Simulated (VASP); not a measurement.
# Li3ZrN2 (P4mm) in VASP: a series of runs, part 2 of 2

VASP 6.6.1.

**3. Single point, PBE, collinear spin, ferromagnetic start**

INCAR reads:

```
SYSTEM = Li3ZrN2
ALGO = Normal
EDIFF = 1E-6
ENCUT = 520
GGA = PE
ISIF = 2
ISMEAR = 0
ISPIN = 2
LASPH = .TRUE.
LCHARG = .FALSE.
LMAXMIX = 4
LORBIT = 11
LREAL = .FALSE.
LWAVE = .FALSE.
MAGMOM = 0 0 0 1.5 0 0
NBANDS = 28
NELM = 150
PREC = Accurate
SIGMA = 0.1
```

KPOINTS reads:

```
k-points
0
G
  10 10 4
  0 0 0
```

POSCAR reads:

```
Li3ZrN2
1.0
    3.1807800000      0.0000000000      0.0000000000
    0.0000000000      3.1807800000      0.0000000000
    0.0000000000      0.0000000000      8.6480200000
Li Zr N
3 1 2
Direct
    0.0000000000      0.0000000000      0.8853600000
    0.0000000000      0.0000000000      0.3745200000
    0.5000000000      0.5000000000      0.5931940000
    0.5000000000      0.5000000000      0.1572120000
    0.0000000000      0.0000000000      0.1110800000
    0.5000000000      0.5000000000      0.3788200000
```

Potentials or basis: VASP PAW PBE potentials, release 64 (Li_sv, Zr_sv, N).

On the command line:

```sh
$ cat potpaw_PBE.64/Li_sv/POTCAR potpaw_PBE.64/Zr_sv/POTCAR potpaw_PBE.64/N/POTCAR > POTCAR
$ mpirun -np 1 vasp_std > vasp.out
```

OUTCAR:

```text
SYSTEM = Li3ZrN2
   EDIFF = 1E-6
   ENCUT = 520
   GGA = PE
   ISIF = 2
   ISMEAR = 0
   ISPIN = 2
   LASPH = .TRUE.
   LORBIT = 11
   LREAL = .FALSE.
   NELM = 150
   PREC = Accurate

 ion  position               nearest neighbor table
   1  0.000  0.000  0.885-   5 1.95
   2  0.000  0.000  0.375-   4 2.93   4 2.93   4 2.93   4 2.93
   3  0.500  0.500  0.593-   6 1.85
   4  0.500  0.500  0.157-   6 1.92   5 2.28   5 2.28   5 2.28   5 2.28   2 2.93   2 2.93   2 2.93
                             2 2.93
   5  0.000  0.000  0.111-   1 1.95   4 2.28   4 2.28   4 2.28   4 2.28
   6  0.500  0.500  0.379-   3 1.85   4 1.92

  LATTYP: Found a simple tetragonal cell.
 ALAT       =     3.1807800000
 C/A-ratio  =     2.7188362603

  Lattice vectors:

 A1 = (   3.1807800000,   0.0000000000,   0.0000000000)
 A2 = (   0.0000000000,   3.1807800000,   0.0000000000)
 A3 = (   0.0000000000,   0.0000000000,   8.6480200000)

Analysis of symmetry for initial positions (statically):
=====================================================================
 Subroutine PRICEL returns:
 Original cell was already a primitive cell.

 Routine SETGRP: Setting up the symmetry group for a
 simple tetragonal supercell.

 Subroutine GETGRP returns: Found  8 space group operations
 (whereof  8 operations were pure point group operations)
 out of a pool of 16 trial point group operations.

The static configuration has the point symmetry C_4v.

Analysis of symmetry for dynamics (positions and initial velocities):
=====================================================================
 Subroutine PRICEL returns:
 Original cell was already a primitive cell.

 Routine SETGRP: Setting up the symmetry group for a
 simple tetragonal supercell.

 Subroutine GETGRP returns: Found  8 space group operations
 (whereof  8 operations were pure point group operations)
 out of a pool of 16 trial point group operations.

The dynamic configuration has the point symmetry C_4v.

Analysis of structural, dynamic, and magnetic symmetry:
=====================================================================
 Subroutine PRICEL returns:
 Original cell was already a primitive cell.

 Routine SETGRP: Setting up the symmetry group for a
 simple tetragonal supercell.

 Subroutine GETGRP returns: Found  8 space group operations
 (whereof  8 operations were pure point group operations)
 out of a pool of 16 trial point group operations.

The overall configuration has the point symmetry C_4v.

 Subroutine INISYM returns: Found  8 space group operations
 (whereof  8 operations are pure point group operations),
 and found     1 'primitive' translations

----------------------------------------------------------------------------------------

                                     Primitive cell

  volume of cell :      87.4951

  direct lattice vectors                    reciprocal lattice vectors
     3.180780000  0.000000000  0.000000000     0.314388295  0.000000000  0.000000000
     0.000000000  3.180780000  0.000000000     0.000000000  0.314388295  0.000000000
     0.000000000  0.000000000  8.648020000     0.000000000  0.000000000  0.115633405

  length of vectors
     3.180780000  3.180780000  8.648020000     0.314388295  0.314388295  0.115633405

  position of ions in fractional coordinates (direct lattice)
     0.000000000  0.000000000  0.885360000
     0.000000000  0.000000000  0.374520000
[... 96 lines left out ...]
   NELECT =      31.0000    total number of electrons
   NUPDOWN=      -1.0000    fix difference up-down
   EMIN   =  10.00;   EMAX   =-10.00  energy-range for DOS
   EFERMI =   0.00;   METHOD = LEGACY
   ISMEAR =     0;   SIGMA  =   0.10  broadening in eV -4-tet -1-fermi 0-gaus
   EFERMI_NEDOS =   21; number of points for ismear=-14 and -15
   IALGO  =     38    algorithm
   IMIX   =      4    mixing-type and parameters
     AMIX     =   0.40;   BMIX     =  1.00
     AMIX_MAG =   1.60;   BMIX_MAG =  1.00
  volume/ion in A,a.u.               =      14.58        98.41
  Fermi-wavevector in a.u.,A,eV,Ry     =   1.158424  2.189103 18.258275  1.341945
  Thomas-Fermi vector in A             =   2.295026
   LORBIT       =     11    0 simple, 1 ext, 2 COOP (PROOUT), +10 PAW based schemes
   GGA     = PE    functional components
   LHFCALC =     F    Hartree Fock is set to
   AEXX    =    0.0000 exact exchange contribution
   IVDW    =     0    specifies the selected vdW correction
   LEPSILON=     F    determine dielectric tensor
   LRPA    =     F    only Hartree local field effects (RPA)
 spin polarized calculation
 Gauss-broadening in eV      SIGMA  =   0.10
  energy-cutoff  :      520.00
  volume of cell :       87.50
 maximum number of plane-waves:      2400
 NGX is ok and might be reduce to    24
   NGX = 11   NGY = 11   NGZ = 33

 number of electron      30.9999970 magnetization      -0.0011214

 number of electron      30.9999970 magnetization       0.0008124

 Free energy of the ion-electron system (eV)
  ---------------------------------------------------
  ext. energy  EPLUGINS =         0.00000000
  ---------------------------------------------------
  free energy    TOTEN  =       -35.37837827 eV

  energy without entropy =      -35.36977913  energy(sigma->0) =      -35.37407870

 E-fermi :   3.2959     XC(G=0):  -8.8946

 val. band max:        3.2632226433   @ k =   0.4000   0.0000   0.0000
 cond. band min:       3.3109456839   @ k =   0.4000   0.1000   0.0000
 fundamental gap:      0.0477230406
 Fermi energy:         3.2958801067

 spin component 1

 k-point     1 :       0.0000    0.0000    0.0000
  band No.  band energies     occupation
      1     -44.6215      1.00000
      2     -42.8526      1.00000
      3     -42.3544      1.00000
      4     -40.8923      1.00000
      5     -22.9581      1.00000
      6     -22.4816      1.00000
[... 709 lines left out ...]
     26      13.2209      0.00000
     27      13.2268      0.00000

 [... further k-points ...]

 spin component 2

 k-point     1 :       0.0000    0.0000    0.0000
  band No.  band energies     occupation
      1     -44.6214      1.00000
      2     -42.8525      1.00000
      3     -42.3544      1.00000
      4     -40.8923      1.00000
      5     -22.9580      1.00000
      6     -22.4816      1.00000
[... 709 lines left out ...]
     26      13.2212      0.00000
     27      13.2272      0.00000

 [... further k-points ...]

 [bands above 27 left out]

------------------------ aborting loop because EDIFF is reached ----------------------------------------

  FORCE on cell =-STRESS in cart. coord.  units (eV):
  Direction    XX          YY          ZZ          XY          YZ          ZX
  --------------------------------------------------------------------------------------
  -------------------------------------------------------------------------------------
  Total        0.0053720      0.0053720      0.0159316      0.0000000      0.0000000     -0.0000000
  in kB        0.0983696      0.0983696      0.2917327      0.0000000      0.0000000     -0.0000000
  external PRESSURE =       0.1628240 kB  Pullay stress =       0.0000000 kB

 VOLUME and BASIS-vectors are now :
 -----------------------------------------------------------------------------
  energy-cutoff  :      520.00
  volume of cell :       87.50
      direct lattice vectors                 reciprocal lattice vectors
     3.180780000  0.000000000  0.000000000     0.314388295  0.000000000  0.000000000
     0.000000000  3.180780000  0.000000000     0.000000000  0.314388295  0.000000000
     0.000000000  0.000000000  8.648020000     0.000000000  0.000000000  0.115633405

 POSITION                                       TOTAL-FORCE (eV/Angst)
 -----------------------------------------------------------------------------------
      0.00000      0.00000      7.65661        -0.000000     -0.000000     -0.002725
      0.00000      0.00000      3.23886         0.000000     -0.000000     -0.001349
      1.59039      1.59039      5.12995        -0.000000     -0.000000      0.001171
      1.59039      1.59039      1.35957        -0.000000     -0.000000     -0.002335
      0.00000      0.00000      0.96062        -0.000000     -0.000000      0.000375
      1.59039      1.59039      3.27604        -0.000000      0.000000      0.004863
 -----------------------------------------------------------------------------------
    total drift:                                0.000000     -0.000000     -0.008458

  FREE ENERGIE OF THE ION-ELECTRON SYSTEM (eV)
  ---------------------------------------------------
  free  energy   TOTEN  =       -35.3783782683 eV

  energy  without entropy=      -35.3697791348  energy(sigma->0) =      -35.37407870

 total charge

# of ion       s       p       d       tot
------------------------------------------
    1        2.030   0.055   0.000   2.085
    2        2.021   0.063   0.000   2.084
    3        2.032   0.061   0.000   2.093
    4        2.205   6.028   1.764   9.997
    5        1.243   2.446   0.000   3.689
    6        1.274   2.405   0.000   3.679
--------------------------------------------------
tot         10.805  11.058   1.764  23.626

 magnetization (x)

# of ion       s       p       d       tot
------------------------------------------
    1        0.000   0.000   0.000   0.000
    2       -0.000  -0.000   0.000  -0.000
    3        0.000   0.000   0.000   0.000
    4       -0.000   0.000  -0.000  -0.000
    5       -0.000  -0.000   0.000  -0.000
    6        0.000   0.000   0.000   0.000
--------------------------------------------------
tot          0.000   0.000  -0.000   0.000
```

It took 3.5 min on 1 thread of Intel Xeon Platinum 8259CL at 2.50GHz (Skylake/Cascade Lake), shared host; peak memory 0.36 GiB.

Results:

```
Free energy                                           : -35.3784 eV
Largest force                                         : 0.005 eV/Å
Band gap on the k mesh                                : none (metal or under the smearing width)
Net moment                                            : 0.00 μB per cell
Valence electrons inside the program's atomic spheres : Li 2.08, 2.09; Zr 10.00; N 3.69, 3.68
```

Forces in eV/Å, atoms in the order of the input:
```
Li   0.000  0.000 -0.003
Li   0.000  0.000 -0.001
Li   0.000  0.000  0.001
Zr   0.000  0.000 -0.002
N    0.000  0.000  0.000
N    0.000  0.000  0.005
```

Levels at points of the mesh, in eV from the Fermi level:
Spin up:
```
           k point  band 13  band 14  band 15  band 16  band 17  band 18
(0.00, 0.00, 0.00)    -1.24    -1.24    -0.51    -0.37    -0.37     2.71
(0.50, 0.00, 0.00)    -1.80    -1.67     0.02     0.29     1.00     3.71
(0.50, 0.50, 0.00)    -2.46    -2.16    -1.32     2.42     2.42     4.23
(0.00, 0.00, 0.50)    -1.24    -1.24    -0.51    -0.37    -0.37     1.99
(0.50, 0.00, 0.50)    -1.82    -1.63     0.02     0.38     0.91     3.62
(0.50, 0.50, 0.50)    -2.44    -2.16    -1.31     3.01     3.01     3.23
```
Spin down:
```
           k point  band 13  band 14  band 15  band 16  band 17  band 18
(0.00, 0.00, 0.00)    -1.24    -1.24    -0.51    -0.37    -0.37     2.71
(0.50, 0.00, 0.00)    -1.80    -1.67     0.02     0.29     1.00     3.71
(0.50, 0.50, 0.00)    -2.46    -2.16    -1.32     2.42     2.42     4.23
(0.00, 0.00, 0.50)    -1.24    -1.24    -0.51    -0.37    -0.37     1.99
(0.50, 0.00, 0.50)    -1.82    -1.63     0.02     0.38     0.91     3.62
(0.50, 0.50, 0.50)    -2.44    -2.16    -1.31     3.01     3.01     3.23
```

Caveat: the cutoff is under 1.25 times the usual one of these potentials, so pressure, stress and relaxed cells hold a basis-set (Pulay) error.
